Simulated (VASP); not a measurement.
These are LDA (Ceperley-Alder, Perdew-Zunger), VASP's LDA PAW potentials (set 64) (plane waves; VASP 6.6.1) values and carry that method's errors.

VASP ran on this input.

**POSCAR**
```
MoS2
1
    1.4986514336    -2.5957396721     0.0000000000
    1.4986514336     2.5957396721     0.0000000000
    0.0000000000     0.0000000000    10.9177025710
Mo S
2 4
Direct
  0.3333330000   0.6666670000   0.2500000000
  0.6666670000   0.3333330000   0.7500000000
  0.3333330000   0.6666670000   0.8936790241
  0.6666670000   0.3333330000   0.3936790241
  0.6666670000   0.3333330000   0.1063209759
  0.3333330000   0.6666670000   0.6063209759
```

**KPOINTS**
```
Automatic mesh
0
Gamma
  12 12 3
0 0 0
```

INCAR:
```
SYSTEM = MoS2
PREC = Accurate
ENCUT = 500
EDIFF = 1E-6
NELM = 100
ALGO = Normal
LREAL = .FALSE.
LASPH = .TRUE.
ISMEAR = 1
SIGMA = 0.1
LMAXMIX = 4
LWAVE = .FALSE.
LCHARG = .FALSE.
IBRION = 2
ISIF = 3
NSW = 40
EDIFFG = -0.02
PSTRESS = 300
```

POTCAR, in this order: Mo_sv S (LDA.64 set). Program: vasp_std.

The run wrote:

OSZICAR:
```
       N       E                     dE             d eps       ncg     rms          rms(c)
DAV:   1     0.481085020712E+03    0.48109E+03   -0.29209E+04  2532   0.160E+03
DAV:   2    -0.205482753846E+02   -0.50163E+03   -0.49057E+03  2714   0.434E+02
DAV:   3    -0.500000608458E+02   -0.29452E+02   -0.29041E+02  2975   0.896E+01
DAV:   4    -0.505881565035E+02   -0.58810E+00   -0.58606E+00  2857   0.124E+01
DAV:   5    -0.505991654932E+02   -0.11009E-01   -0.11005E-01  2887   0.170E+00    0.447E+01
DAV:   6    -0.486423787485E+02    0.19568E+01   -0.13464E+01  2881   0.225E+01    0.155E+01
DAV:   7    -0.484404658288E+02    0.20191E+00   -0.65014E+00  2718   0.139E+01    0.100E+01
DAV:   8    -0.481349556879E+02    0.30551E+00   -0.16231E+00  2842   0.753E+00    0.338E+00
DAV:   9    -0.481463209104E+02   -0.11365E-01   -0.12425E-01  3119   0.171E+00    0.154E+00
DAV:  10    -0.481356326166E+02    0.10688E-01   -0.67865E-02  2909   0.157E+00    0.247E-01
DAV:  11    -0.481356692266E+02   -0.36610E-04   -0.30699E-03  2830   0.321E-01    0.197E-01
DAV:  12    -0.481356606492E+02    0.85774E-05   -0.18733E-04  2847   0.746E-02    0.118E-01
DAV:  13    -0.481356356281E+02    0.25021E-04   -0.12255E-04  3054   0.639E-02    0.239E-02
DAV:  14    -0.481356361425E+02   -0.51435E-06   -0.97671E-06  2509   0.195E-02
   1 F= -.32230635E+02 E0= -.32230540E+02  d E =-.322306E+02
       N       E                     dE             d eps       ncg     rms          rms(c)
DAV:   1    -0.529199112607E+02   -0.47843E+01   -0.20539E+02  2482   0.124E+02    0.545E+01
DAV:   2    -0.464630793904E+02    0.64568E+01   -0.28030E+01  2561   0.431E+01    0.875E+00
DAV:   3    -0.456076177546E+02    0.85546E+00   -0.28298E+00  2479   0.967E+00    0.331E+00
DAV:   4    -0.454783050995E+02    0.12931E+00   -0.78876E-01  2608   0.660E+00    0.478E+00
DAV:   5    -0.454807513929E+02   -0.24463E-02   -0.41032E-02  2995   0.139E+00    0.270E+00
DAV:   6    -0.454771623646E+02    0.35890E-02   -0.49136E-02  2664   0.111E+00    0.324E-01
DAV:   7    -0.454767140522E+02    0.44831E-03   -0.10543E-02  2760   0.754E-01    0.103E-01
DAV:   8    -0.454766833990E+02    0.30653E-04   -0.29899E-04  2813   0.113E-01    0.107E-01
DAV:   9    -0.454766737697E+02    0.96292E-05   -0.35269E-05  2685   0.455E-02    0.353E-02
DAV:  10    -0.454766699116E+02    0.38581E-05   -0.16135E-05  2564   0.211E-02    0.150E-02
DAV:  11    -0.454766694124E+02    0.49925E-06   -0.15425E-06  1781   0.935E-03
   2 F= -.31539379E+02 E0= -.31539465E+02  d E =0.691256E+00
       N       E                     dE             d eps       ncg     rms          rms(c)
DAV:   1    -0.523450555372E+02   -0.68684E+01   -0.11939E+02  2489   0.964E+01    0.283E+01
DAV:   2    -0.490632862852E+02    0.32818E+01   -0.37044E+01  2711   0.434E+01    0.905E+00
DAV:   3    -0.478219065216E+02    0.12414E+01   -0.83384E+00  2541   0.147E+01    0.668E+00
DAV:   4    -0.477289048447E+02    0.93002E-01   -0.88489E-01  2484   0.608E+00    0.148E+00
DAV:   5    -0.476998252213E+02    0.29080E-01   -0.19198E-01  2791   0.273E+00    0.132E+00
DAV:   6    -0.477033258368E+02   -0.35006E-02   -0.17841E-02  2749   0.772E-01    0.387E-01
DAV:   7    -0.477041456189E+02   -0.81978E-03   -0.24498E-03  2739   0.306E-01    0.272E-01
DAV:   8    -0.477041389315E+02    0.66874E-05   -0.53845E-04  2828   0.137E-01    0.120E-01
DAV:   9    -0.477041388277E+02    0.10376E-06   -0.77649E-05  2769   0.415E-02    0.663E-02
DAV:  10    -0.477041383961E+02    0.43162E-06   -0.16080E-06  1903   0.678E-03
   3 F= -.32324925E+02 E0= -.32324906E+02  d E =-.942894E-01
       N       E                     dE             d eps       ncg     rms          rms(c)
DAV:   1    -0.476859545251E+02    0.18184E-01   -0.18762E-02  2503   0.118E+00    0.419E-01
DAV:   2    -0.476853838630E+02    0.57066E-03   -0.41104E-03  2735   0.471E-01    0.103E-01
DAV:   3    -0.476852600665E+02    0.12380E-03   -0.80721E-04  2553   0.141E-01    0.511E-02
DAV:   4    -0.476852400339E+02    0.20033E-04   -0.12048E-04  2588   0.779E-02    0.245E-02
DAV:   5    -0.476852405189E+02   -0.48495E-06   -0.14532E-05  2994   0.231E-02    0.281E-02
DAV:   6    -0.476852404802E+02    0.38639E-07   -0.82710E-06  2305   0.139E-02
   4 F= -.32325070E+02 E0= -.32325052E+02  d E =-.944351E-01
       N       E                     dE             d eps       ncg     rms          rms(c)
DAV:   1    -0.475992862253E+02    0.85954E-01   -0.51520E+00  2489   0.152E+01    0.275E+00
DAV:   2    -0.475386217035E+02    0.60665E-01   -0.45013E-01  2579   0.477E+00    0.146E+00
DAV:   3    -0.475276272379E+02    0.10994E-01   -0.32094E-02  2863   0.952E-01    0.764E-01
DAV:   4    -0.475249965182E+02    0.26307E-02   -0.12310E-02  2595   0.775E-01    0.795E-01
DAV:   5    -0.475247524983E+02    0.24402E-03   -0.19201E-03  2816   0.230E-01    0.116E-01
DAV:   6    -0.475246362237E+02    0.11627E-03   -0.88148E-04  2594   0.202E-01    0.586E-02
DAV:   7    -0.475246352865E+02    0.93719E-06   -0.33131E-05  2886   0.331E-02    0.295E-02
DAV:   8    -0.475246346874E+02    0.59913E-06   -0.53158E-06  2388   0.108E-02
   5 F= -.32362280E+02 E0= -.32362193E+02  d E =-.372094E-01
       N       E                     dE             d eps       ncg     rms          rms(c)
DAV:   1    -0.475051339266E+02    0.19501E-01   -0.56682E-02  2524   0.160E+00    0.290E-01
DAV:   2    -0.475044627524E+02    0.67117E-03   -0.51710E-03  2652   0.512E-01    0.161E-01
DAV:   3    -0.475043336718E+02    0.12908E-03   -0.39139E-04  2841   0.103E-01    0.807E-02
DAV:   4    -0.475043029911E+02    0.30681E-04   -0.15246E-04  2630   0.860E-02    0.846E-02
DAV:   5    -0.475043007552E+02    0.22358E-05   -0.17999E-05  2543   0.236E-02    0.176E-02
DAV:   6    -0.475042992992E+02    0.14560E-05   -0.11668E-05  2683   0.220E-02    0.559E-03
DAV:   7    -0.475042992886E+02    0.10619E-07   -0.36366E-07  1514   0.366E-03
   6 F= -.32362599E+02 E0= -.32362503E+02  d E =-.375283E-01
       N       E                     dE             d eps       ncg     rms          rms(c)
DAV:   1    -0.475071623808E+02   -0.28631E-02   -0.12524E+00  2386   0.770E+00    0.119E+00
DAV:   2    -0.474903660301E+02    0.16796E-01   -0.17456E-01  2797   0.262E+00    0.100E+00
DAV:   3    -0.474854260832E+02    0.49399E-02   -0.16055E-02  2804   0.808E-01    0.320E-01
DAV:   4    -0.474838811826E+02    0.15449E-02   -0.61985E-03  2844   0.454E-01    0.151E-01
DAV:   5    -0.474838474234E+02    0.33759E-04   -0.24996E-04  2775   0.101E-01    0.821E-02
DAV:   6    -0.474838326254E+02    0.14798E-04   -0.96254E-05  3081   0.568E-02    0.410E-02
DAV:   7    -0.474838292169E+02    0.34086E-05   -0.14905E-05  2671   0.223E-02    0.177E-02
DAV:   8    -0.474838291579E+02    0.58924E-07   -0.76741E-07  1528   0.601E-03
   7 F= -.32368337E+02 E0= -.32368305E+02  d E =-.573777E-02
```

### OUTCAR
```
------------------------ aborting loop because EDIFF is reached ----------------------------------------
  FORCE on cell =-STRESS in cart. coord.  units (eV):
  Direction    XX          YY          ZZ          XY          YZ          ZX
  --------------------------------------------------------------------------------------
  Total       15.1946355     15.1946212     15.0310078      0.0000000      0.0000000      0.0000000
  in kB      301.5707636    301.5704793    298.3232130      0.0000000      0.0000000      0.0000000
  external PRESSURE =       0.4881520 kB  Pullay stress =     300.0000000 kB
  volume of cell :       80.73
      direct lattice vectors                 reciprocal lattice vectors
     1.475032143 -2.554829411 -0.000000000     0.338975664 -0.195707783  0.000000000
     1.475032143  2.554829411  0.000000000     0.338975664  0.195707783  0.000000000
    -0.000000000  0.000000000 10.710709653     0.000000000 -0.000000000  0.093364495
 POSITION                                       TOTAL-FORCE (eV/Angst)
 -----------------------------------------------------------------------------------
      1.47503      0.85161      2.67768         0.000000     -0.000000      0.000000
      1.47503     -0.85161      8.03303         0.000000      0.000000      0.000000
      1.47503      0.85161      9.60628         0.000000     -0.000000      0.009108
      1.47503     -0.85161      4.25093        -0.000000      0.000000      0.009108
      1.47503     -0.85161      1.10443        -0.000000      0.000000     -0.009108
      1.47503      0.85161      6.45978        -0.000000     -0.000000     -0.009108
 -----------------------------------------------------------------------------------
    total drift:                                0.000000      0.001422     -0.000030
  FREE ENERGIE OF THE ION-ELECTRON SYSTEM (eV)
  ---------------------------------------------------
  free  energy   TOTEN  =       -47.4838291579 eV

  energy  without entropy=      -47.4837339172  energy(sigma->0) =      -47.48379741
  enthalpy is  TOTEN    =       -32.3683365213 eV   P V=       15.1154926366

 reached required accuracy - stopping structural energy minimisation
```
(Selected blocks of OUTCAR.)

File CONTCAR:
```
MoS2
   1.00000000000000
     1.4750321434992806   -2.5548294108376886   -0.0000000000000000
     1.4750321434992806    2.5548294108376886    0.0000000000000000
    -0.0000000000000000    0.0000000000000000   10.7107096529787782
  Mo              S
     2     4
Direct
     0.3333330000000032    0.6666669999999968    0.2500000000000000
     0.6666669999999968    0.3333330000000032    0.7500000000000000
     0.3333330000000032    0.6666669999999968    0.8968857577270073
     0.6666669999999968    0.3333330000000032    0.3968857577270074
     0.6666669999999968    0.3333330000000032    0.1031142422729927
     0.3333330000000032    0.6666669999999968    0.6031142422729927
```

### OUTCAR
```
 val. band max:       11.8838553620   @ k =   0.1667   0.1667   0.0000

 cond. band min:      11.9465958909   @ k =   0.3333   0.3333   0.0000


 Fermi energy:        11.9173783585

 k-point     1 :       0.0000    0.0000    0.0000
  band No.  band energies     occupation
      1     -49.4136      2.00000
      2     -49.4136      2.00000
      3     -23.9640      2.00000
      4     -23.9620      2.00000
      5     -23.3948      2.00000
      6     -23.3948      2.00000
      7     -23.3948      2.00000
      8     -23.3947      2.00000
      9      -5.1847      2.00000
     10      -4.1504      2.00000
     11      -3.6820      2.00000
     12      -1.9010      2.00000
     13       2.8871      2.00000
     14       5.6032      2.00000
     15       6.5054      2.00000
     16       8.2056      2.00000
     17       8.2056      2.00000
     18       8.2686      2.00000
     19       8.2687      2.00000
     20       9.4270      2.00000
     21       9.4421      2.00000
     22       9.4422      2.00000
     23       9.7286      2.00000
     24       9.7287      2.00000
     25      11.8122      2.05945
     26      12.2535     -0.00002
     27      13.7643     -0.00000
     28      13.7643     -0.00000
     29      14.0199      0.00000
     30      14.0200      0.00000
     31      14.1505      0.00000

 k-point     2 :       0.0833    0.0000    0.0000
  band No.  band energies     occupation
      1     -49.4067      2.00000
      2     -49.4066      2.00000
      3     -23.9522      2.00000
      4     -23.9503      2.00000
      5     -23.4519      2.00000
      6     -23.4519      2.00000
      7     -23.4073      2.00000
      8     -23.4073      2.00000
      9      -5.0434      2.00000
     10      -4.0610      2.00000
     11      -3.5415      2.00000
     12      -1.8673      2.00000
     13       3.0463      2.00000
     14       5.7582      2.00000
     15       6.3132      2.00000
     16       7.8874      2.00000
     17       7.9922      2.00000
...
```

Energy and stress use the plane-wave basis of the starting cell.

The compound is MoS2 in the 2H layered structure. This run relaxes it under an external pressure of 30 GPa. Symmetry was kept, so distortions that lower it aren't found.
